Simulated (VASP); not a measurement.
# ZnCd3Se3S (P6/mmm) in VASP: notebook

The runs below take ZnCd3Se3S through relaxation of cell and atoms, with PBE.

Everything below comes from runs of VASP 6.6.1. Logs are shortened: lines on timing, memory, paths and dates and some standing lists are left out, and cuts for length are marked.

### 1 Starting point

The structure is hexagonal, space group P6/mmm (No. 191). The conventional cell has a = 5.117 Å, b = 5.117 Å, c = 9.267 Å, α = 90.00°, β = 90.00°, γ = 120.00°. Around Zn (site symmetry 6/mmm) lie 6 Cd at 2.56 Å. Cd (site symmetry mmm) has 2 Zn at 2.56 Å and 4 Cd at 2.56 Å as nearest neighbours. Se (site symmetry mmm) is surrounded by 2 S at 2.56 Å and 4 Se at 2.56 Å. Around S (site symmetry 6/mmm) lie 6 Se at 2.56 Å.

The cell was built by a generator and needn't be a form met in nature.

### 2 Relaxation of cell and atoms, PBE

The input, INCAR:

```
PREC = Normal
ENCUT = 520
EDIFF = 1E-4
ISMEAR = 0
SIGMA = 0.15
LREAL = False
LASPH = True
NELM = 60
ALGO = Fast
ISIF = 3
LWAVE = False
LCHARG = False
GGA = PE
IBRION = 2
NSW = 24
EDIFFG = -0.08
```

The input, KPOINTS:

```
Automatic mesh
0
Gamma
  3 3 2
```

The input, POSCAR:

```
ZnCd3Se3S
1.0
    5.1168388800      0.0000000000      0.0000000000
   -2.5584194400      4.4313124600      0.0000000000
    0.0000000000      0.0000000000      9.2665004300
Zn Cd Se S
1 3 3 1
Direct
    0.0000000000      0.0000000000      0.5000000000
    0.5000000000      0.0000000000      0.5000000000
    0.0000000000      0.5000000000      0.5000000000
    0.5000000000      0.5000000000      0.5000000000
    0.5000000000      0.0000000000      0.0000000000
    0.0000000000      0.5000000000      0.0000000000
    0.5000000000      0.5000000000      0.0000000000
    0.0000000000      0.0000000000      0.0000000000
```

Potentials or basis: VASP PAW PBE potentials, release 64 (Zn, Cd, Se, S).

Started as:

```bash
$ cat potpaw_PBE.64/Zn/POTCAR potpaw_PBE.64/Cd/POTCAR potpaw_PBE.64/Se/POTCAR potpaw_PBE.64/S/POTCAR > POTCAR
$ mpirun -np 1 vasp_std > vasp.out
```

OUTCAR:

```text
PREC = Normal
   ENCUT = 520
   EDIFF = 1E-4
   ISMEAR = 0
   LREAL = False
   LASPH = True
   NELM = 60
   ISIF = 3
   GGA = PE
   IBRION = 2
   NSW = 24
   EDIFFG = -0.08

 ion  position               nearest neighbor table
   1  0.000  0.000  0.500-   2 2.56   2 2.56   4 2.56   3 2.56   3 2.56   4 2.56
   2  0.500  0.000  0.500-   1 2.56   1 2.56   4 2.56   4 2.56   3 2.56   3 2.56
   3  0.000  0.500  0.500-   4 2.56   4 2.56   1 2.56   1 2.56   2 2.56   2 2.56
   4  0.500  0.500  0.500-   3 2.56   3 2.56   1 2.56   2 2.56   2 2.56   1 2.56
   5  0.500  0.000  0.000-   8 2.56   8 2.56   6 2.56   7 2.56   7 2.56   6 2.56
   6  0.000  0.500  0.000-   7 2.56   7 2.56   8 2.56   8 2.56   5 2.56   5 2.56
   7  0.500  0.500  0.000-   6 2.56   6 2.56   8 2.56   5 2.56   5 2.56   8 2.56
   8  0.000  0.000  0.000-   5 2.56   5 2.56   7 2.56   6 2.56   6 2.56   7 2.56

  LATTYP: Found a hexagonal cell.
 ALAT       =     5.1168388800
 C/A-ratio  =     1.8109814765

  Lattice vectors:

 A1 = (   5.1168388800,   0.0000000000,   0.0000000000)
 A2 = (  -2.5584194400,   4.4313124600,   0.0000000000)
 A3 = (   0.0000000000,   0.0000000000,   9.2665004300)

Analysis of symmetry for initial positions (statically):
=====================================================================
 Subroutine PRICEL returns:
 Original cell was already a primitive cell.

 Routine SETGRP: Setting up the symmetry group for a
 hexagonal supercell.

 Subroutine GETGRP returns: Found 24 space group operations
 (whereof 24 operations were pure point group operations)
 out of a pool of 24 trial point group operations.

The static configuration has the point symmetry D_6h.

Analysis of symmetry for dynamics (positions and initial velocities):
=====================================================================
 Subroutine PRICEL returns:
 Original cell was already a primitive cell.

 Routine SETGRP: Setting up the symmetry group for a
 hexagonal supercell.

 Subroutine GETGRP returns: Found 24 space group operations
 (whereof 24 operations were pure point group operations)
 out of a pool of 24 trial point group operations.

The dynamic configuration has the point symmetry D_6h.

 Subroutine INISYM returns: Found 24 space group operations
 (whereof 24 operations are pure point group operations),
 and found     1 'primitive' translations

----------------------------------------------------------------------------------------

                                     Primitive cell

  volume of cell :     210.1115

  direct lattice vectors                    reciprocal lattice vectors
     5.116838880  0.000000000  0.000000000     0.195433162  0.112833388  0.000000000
    -2.558419440  4.431312460  0.000000000     0.000000000  0.225666777  0.000000000
     0.000000000  0.000000000  9.266500430     0.000000000  0.000000000  0.107915605

  length of vectors
     5.116838880  5.116838882  9.266500430     0.225666777  0.225666777  0.107915605

  position of ions in fractional coordinates (direct lattice)
     0.000000000  0.000000000  0.500000000
     0.500000000  0.000000000  0.500000000
     1.000000000  0.500000000  0.500000000
     0.500000000  0.500000000  0.500000000
     0.500000000  0.000000000  0.000000000
     1.000000000  0.500000000  0.000000000
     0.500000000  0.500000000  0.000000000
     0.000000000  0.000000000  0.000000000

  ion indices of the primitive-cell ions
   primitive index   ion index
                 1           1
                 2           2
                 3           3
                 4           4
                 5           5
                 6           6
                 7           7
                 8           8

----------------------------------------------------------------------------------------

 KPOINTS: Automatic mesh

Automatic generation of k-mesh.
 Grid dimensions read from file:
 generate k-points for:    3    3    2

 Generating k-lattice:

  Cartesian coordinates                     Fractional coordinates (reciprocal lattice)
     0.065144387  0.037611129  0.000000000     0.333333333 -0.000000000  0.000000000
     0.000000000  0.075222259  0.000000000     0.000000000  0.333333333  0.000000000
     0.000000000  0.000000000  0.053957802     0.000000000  0.000000000  0.500000000

  Length of vectors
     0.075222259  0.075222259  0.053957802

  Shift w.r.t. Gamma in fractional coordinates (k-lattice)
     0.000000000  0.000000000  0.000000000

 Subroutine IBZKPT returns following result:
 ===========================================

 Found      6 irreducible k-points:

 Following reciprocal coordinates:
            Coordinates               Weight
  0.000000  0.000000  0.000000      1.000000
  0.333333  0.000000  0.000000      6.000000
  0.333333  0.333333  0.000000      2.000000
  0.000000  0.000000  0.500000      1.000000
  0.333333  0.000000  0.500000      6.000000
  0.333333  0.333333  0.500000      2.000000
   k-points           NKPTS =      6   k-points in BZ     NKDIM =      6   number of bands    NBANDS=     43
   number of dos      NEDOS =    301   number of ions     NIONS =      8
   total plane-waves  NPLWV =  48600
   dimension x,y,z NGX =    30 NGY =   30 NGZ =   54
   dimension x,y,z NGXF=    60 NGYF=   60 NGZF=  108
   ions per type =               1   3   3   1
   NGX,Y,Z   is equivalent  to a cutoff of   9.75,  9.75,  9.69 a.u.
   NGXF,Y,Z  is equivalent  to a cutoff of  19.49, 19.49, 19.38 a.u.
 SYSTEM =  unknown system
   PREC   = normal    normal or accurate (medium, high low for compatibility)
   ISTART =      0    job   : 0-new  1-cont  2-samecut
   ICHARG =      2    charge: 1-file 2-atom 10-const
   ISPIN  =      1    spin polarized calculation?
   LNONCOLLINEAR =      F non collinear calculations
   LSORBIT =      F    spin-orbit coupling
   LASPH  =      T    aspherical Exc in radial PAW
   ENCUT  =  520.0 eV  38.22 Ry    6.18 a.u.   9.51  9.51 17.23*2*pi/ulx,y,z
   NELM   =     60;   NELMIN=  2; NELMDL= -5     # of ELM steps
   EDIFF  = 0.1E-03   stopping-criterion for ELM
   LREAL  =      F    real-space projection
   EDIFFG = -.8E-01   stopping-criterion for IOM
   NSW    =     24    number of steps for IOM
   IBRION =      2    ionic relax: 0-MD 1-quasi-New 2-CG
   NFREE  =      1    steps in history (QN), initial steepest desc. (CG)
   ISIF   =      3    stress and relaxation
   ISYM   =      2    0-nonsym 1-usesym 2-fastsym
   POTIM  = 0.5000    time-step for ionic-motion
   TEBEG  =    0.0;   TEEND  =   0.0 temperature during run
   PSTRESS=    0.0 pullay stress
   NELECT =      72.0000    total number of electrons
   NUPDOWN=      -1.0000    fix difference up-down
   EMIN   =  10.00;   EMAX   =-10.00  energy-range for DOS
   EFERMI =   0.00;   METHOD = LEGACY
   ISMEAR =     0;   SIGMA  =   0.15  broadening in eV -4-tet -1-fermi 0-gaus
   EFERMI_NEDOS =   21; number of points for ismear=-14 and -15
   IALGO  =     68    algorithm
   IMIX   =      4    mixing-type and parameters
     AMIX     =   0.40;   BMIX     =  1.00
     AMIX_MAG =   1.60;   BMIX_MAG =  1.00
  volume/ion in A,a.u.               =      26.26       177.24
  Fermi-wavevector in a.u.,A,eV,Ry     =   1.145607  2.164884 17.856500  1.312416
  Thomas-Fermi vector in A             =   2.282295
   LORBIT       =      0    0 simple, 1 ext, 2 COOP (PROOUT), +10 PAW based schemes
   GGA     = PE    functional components
   LHFCALC =     F    Hartree Fock is set to
   AEXX    =    0.0000 exact exchange contribution
   IVDW    =     0    specifies the selected vdW correction
   LEPSILON=     F    determine dielectric tensor
   LRPA    =     F    only Hartree local field effects (RPA)
 conjugate gradient relaxation of ions
 non-spin polarized calculation
 RMM-DIIS sequential band-by-band and
 Gauss-broadening in eV      SIGMA  =   0.15
  energy-cutoff  :      520.00
  volume of cell :      210.11
 maximum number of plane-waves:      5711
   NGX = 19   NGY = 19   NGZ = 35

--------------------------------------- Ionic step        1  -------------------------------------------

 number of electron      72.0000025 magnetization

 Free energy of the ion-electron system (eV)
  ---------------------------------------------------
  ext. energy  EPLUGINS =         0.00000000
  ---------------------------------------------------
  free energy    TOTEN  =       -11.14918038 eV

  energy without entropy =      -11.05834255  energy(sigma->0) =      -11.10376147

------------------------ aborting loop because EDIFF is reached ----------------------------------------

  FORCE on cell =-STRESS in cart. coord.  units (eV):
  Direction    XX          YY          ZZ          XY          YZ          ZX
  --------------------------------------------------------------------------------------
  -------------------------------------------------------------------------------------
  Total       38.7312768     38.7312768     -1.6046701      0.0000000      0.0000000      0.0000000
  in kB      295.3401763    295.3401767    -12.2361976      0.0000000      0.0000000      0.0000000
  external PRESSURE =     192.8147184 kB  Pullay stress =       0.0000000 kB
[... 29 lines left out ...]
--------------------------------------- Ionic step        2  -------------------------------------------

 number of electron      72.0000006 magnetization

 E-fermi :  -0.6581     XC(G=0):  -7.3437

 val. band max:       -0.6628867557   @ k =   0.0000   0.0000   0.5000
 cond. band min:      -0.6531397337   @ k =   0.0000   0.0000   0.0000
 fundamental gap:      0.0097470219
 Fermi energy:        -0.6581272795

 k-point     1 :       0.0000    0.0000    0.0000
  band No.  band energies     occupation
      1     -13.5605      2.00000
      2     -11.7283      2.00000
      3     -11.7283      2.00000
      4     -11.2925      2.00000
      5      -9.6097      2.00000
      6      -9.4415      2.00000
[... 342 lines left out ...]
  FREE ENERGIE OF THE ION-ELECTRON SYSTEM (eV)
  ---------------------------------------------------
  free  energy   TOTEN  =       -14.5186683397 eV

  energy  without entropy=      -14.4083771027  energy(sigma->0) =      -14.46352272

 E-fermi :   2.8950     XC(G=0):  -9.9401

 val. band max:        2.8268047094   @ k =   0.3333   0.0000   0.5000
 cond. band min:       3.0148752115   @ k =   0.3333   0.0000   0.5000
 fundamental gap:      0.1880705021
 Fermi energy:         2.8950332545

 k-point     1 :       0.0000    0.0000    0.0000
  band No.  band energies     occupation
      1     -12.5710      2.00000
      2      -9.1394      2.00000
      3      -9.1394      2.00000
      4      -8.7483      2.00000
      5      -7.0483      2.00000
      6      -6.7234      2.00000
[... 265 lines left out ...]
     42       5.5202      0.00000
     43       5.5206      0.00000

[... ionic steps 4 to 15 ...]

--------------------------------------- Ionic step       16  -------------------------------------------

 number of electron      71.9999965 magnetization

------------------------ aborting loop because EDIFF is reached ----------------------------------------
[... 79 lines left out ...]
--------------------------------------- Ionic step       18  -------------------------------------------

 number of electron      71.9999963 magnetization

 Free energy of the ion-electron system (eV)
  ---------------------------------------------------
  ext. energy  EPLUGINS =         0.00000000
  ---------------------------------------------------
  free energy    TOTEN  =       -16.45908035 eV

  energy without entropy =      -16.41623720  energy(sigma->0) =      -16.43765878

 E-fermi :   3.3828     XC(G=0): -10.2135

 val. band max:        3.1879221425   @ k =   0.0000   0.0000   0.0000
 cond. band min:       3.4875963737   @ k =   0.3333   0.0000   0.5000
 fundamental gap:      0.2996742311
 Fermi energy:         3.3828165921

 k-point     1 :       0.0000    0.0000    0.0000
  band No.  band energies     occupation
      1     -12.2542      2.00000
      2      -8.9372      2.00000
      3      -8.9372      2.00000
      4      -8.5225      2.00000
      5      -6.3463      2.00000
      6      -5.9990      2.00000
[... 300 lines left out ...]
  FREE ENERGIE OF THE ION-ELECTRON SYSTEM (eV)
  ---------------------------------------------------
  free  energy   TOTEN  =       -16.4590803531 eV

  energy  without entropy=      -16.4162371974  energy(sigma->0) =      -16.43765878

 reached required accuracy - stopping structural energy minimisation
```

Wall time 5.6 min (1 thread of Intel Xeon Platinum 8488C (Sapphire Rapids), shared host); peak memory 0.26 GiB.

What came out:

```
Free energy                            : -16.4591 eV
Relaxed volume                         : 22.03 Å³/atom
Relaxed cell                           : a = 5.708 Å, b = 5.708 Å, c = 6.247 Å, α = 90.00°, β = 90.00°, γ = 120.00°
Space group after relaxing (to 0.05 Å) : P6/mmm (No. 191)
Energy gained by relaxing              : 663.7 meV/atom
Ionic steps                            : 18
Pressure after relaxing                : 0.1 GPa
Band gap on the k mesh                 : none (metal or under the smearing width)
```

Step by step:
```
step  energy change (eV)  largest force (eV/Å)  pressure (GPa)  volume (Å³)
   1              0.0000                0.0000           19.28       210.11
   2             -1.3394                0.0000           -5.68       316.63
   3             -3.3695                0.0000           -0.96       257.48
   4             -3.3719                0.0000           -0.73       256.46
   5             -3.3723                0.0000           -0.52       255.49
   6             -3.4124                0.0000           -0.58       251.98
   7             -3.4970                0.0000           -0.68       245.52
   8             -3.7190                0.0000           -0.91       232.56
   9             -4.3978                0.0000           -1.27       206.53
  10             -0.5713                0.0000            8.62       154.03
  11             -3.0952                0.0000           -0.74       185.36
  12             -4.9984                0.0000            0.66       175.15
  13             -5.2847                0.0000           -0.03       178.53
  14             -5.2993                0.0000            0.18       176.77
  15             -5.2505                0.0000           -1.74       180.59
  16             -5.3067                0.0000           -0.52       177.77
  17             -5.2873                0.0000            0.85       171.93
  18             -5.3099                0.0000            0.06       176.24
```

Final structure:
```yaml
crystal:
  lattice:
    - [5.70755, 0.00000, 0.00000]
    - [-2.85378, 4.94289, 0.00000]
    - [0.00000, 0.00000, 6.24703]
  atoms:
    - { symbol: Zn, position: [0.00000, 0.00000, 0.50000] }
    - { symbol: Cd, position: [0.50000, 0.00000, 0.50000] }
    - { symbol: Cd, position: [0.00000, 0.50000, 0.50000] }
    - { symbol: Cd, position: [0.50000, 0.50000, 0.50000] }
    - { symbol: Se, position: [0.50000, 0.00000, 0.00000] }
    - { symbol: Se, position: [0.00000, 0.50000, 0.00000] }
    - { symbol: Se, position: [0.50000, 0.50000, 0.00000] }
    - { symbol: S, position: [0.00000, 0.00000, 0.00000] }
```

Levels at points of the mesh, in eV from the Fermi level:
| k point | band 32 | band 33 | band 34 | band 35 | band 36 | band 37 | band 38 | band 39 |
| --- | --- | --- | --- | --- | --- | --- | --- | --- |
| (0.00, 0.00, 0.00) | -1.93 | -0.20 | -0.20 | -0.19 | 0.53 | 0.53 | 0.86 | 1.08 |
| (0.00, 0.00, 0.50) | -2.02 | -0.65 | -0.59 | -0.59 | 0.16 | 0.54 | 0.54 | 1.10 |

Caveat: the k mesh is coarse (spacing up to 0.47 Å⁻¹), so the values aren't converged; the volume moved by over 15 % at a fixed basis, so the end points are rough; the relaxation stopped at a loose force limit of 0.08 eV/Å, so its end isn't a converged minimum.

### 3 Relaxation of cell and atoms, PBE

This run uses another cell than the first one, of 21.37 Å³/atom, 0.814 times its volume.

INCAR is that of step 2.

The input, KPOINTS:

```
Automatic mesh
0
Gamma
  3 3 3
```

The input, POSCAR:

```
ZnCd3Se3S
1.0
    5.5500000000      0.0000000000      0.0000000000
    0.0000000000      5.5500000000      0.0000000000
    0.0000000000      0.0000000000      5.5500000000
Zn Cd Se S
1 3 3 1
Direct
    0.0000000000      0.0000000000      0.0000000000
    0.5000000000      0.0000000000      0.5000000000
    0.5000000000      0.5000000000      0.0000000000
    0.0000000000      0.5000000000      0.5000000000
    0.5000000000      0.0000000000      0.0000000000
    0.0000000000      0.5000000000      0.0000000000
    0.0000000000      0.0000000000      0.5000000000
    0.5000000000      0.5000000000      0.5000000000
```

Potentials or basis: VASP PAW PBE potentials, release 64 (Zn, Cd, Se, S).

Started as:

```bash
$ cat potpaw_PBE.64/Zn/POTCAR potpaw_PBE.64/Cd/POTCAR potpaw_PBE.64/Se/POTCAR potpaw_PBE.64/S/POTCAR > POTCAR
$ mpirun -np 1 vasp_std > vasp.out
```

It took 30 s on 1 thread of Intel Xeon Platinum 8488C (Sapphire Rapids), shared host; peak memory 0.2 GiB.

Results (log left out):

```yaml
Free_energy: -21.5047 eV
Relaxed_volume: 22.04 Å³/atom
Relaxed_cell: a = 5.607 Å, b = 5.607 Å, c = 5.607 Å, α = 90.00°, β = 90.00°, γ = 90.00°
Space_group_after_relaxing_to_0.05_Å: Pm-3m (No. 221)
Energy_gained_by_relaxing: 4.5 meV/atom
Ionic_steps: 3
Pressure_after_relaxing: 0.1 GPa
Band_gap_on_the_k_mesh: none (metal or under the smearing width)
```

The path:
```tsv
step	energy change (eV)	largest force (eV/Å)	pressure (GPa)	volume (Å³)
1	0.0000	0.0000	2.29	170.95
2	-0.0306	0.0000	-0.77	178.62
3	-0.0361	0.0000	0.06	176.31
```

Final structure:
```
Zn Cd Se S
1.0
     5.60740    0.00000    0.00000
     0.00000    5.60740    0.00000
     0.00000    0.00000    5.60740
Zn Cd Se S
1 3 3 1
Direct
  0.00000 0.00000 0.00000
  0.50000 0.00000 0.50000
  0.50000 0.50000 0.00000
  0.00000 0.50000 0.50000
  0.50000 0.00000 0.00000
  0.00000 0.50000 0.00000
  0.00000 0.00000 0.50000
  0.50000 0.50000 0.50000
```

Levels at points of the mesh, in eV from the Fermi level:
```csv
k point,band 33,band 34,band 35,band 36,band 37,band 38,band 39,band 40
"(0.00, 0.00, 0.00)",-2.15,-1.03,-0.65,-0.65,-0.65,-0.18,-0.18,0.39
```

Caveat: the k mesh is coarse (spacing up to 0.38 Å⁻¹), so the values aren't converged; the relaxation stopped at a loose force limit of 0.08 eV/Å, so its end isn't a converged minimum.
